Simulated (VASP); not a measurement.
```
CELL_PARAMETERS angstrom
      0.00000     1.96914     1.96914
      1.96914     0.00000     1.96914
      1.96914     1.96914     0.00000
ATOMIC_POSITIONS crystal
  Pt 0.00000 0.00000 0.00000
```

Level of theory: optB88-vdW, VASP's PBE PAW potentials (set 64) (plane waves; VASP 6.6.1). Numerical set-up: 520 eV cut-off, 16×16×16 Γ-centred mesh, first-order Methfessel-Paxton smearing of 0.10 eV, potentials Pt.

Unless said otherwise, spin-orbit coupling is left out, though it shifts the bands of the heavy elements here.

**Question.** Estimate the energy per atom (σ→0), pressure, band gap (on the k-mesh) with the smallest direct gap where there is one.

**Answer.** 
- band gap (on the k-mesh) = none (metal, semimetal or under 0.01 eV)
- energy per atom (σ→0) = -3.492 eV/atom
- pressure = 8.22 GPa

Total energies compare only between runs with the same potentials, cut-off and functional.

The compound is Pt in the fcc structure. This cell is one point of a volume scan, at 0.97 of the reference volume.
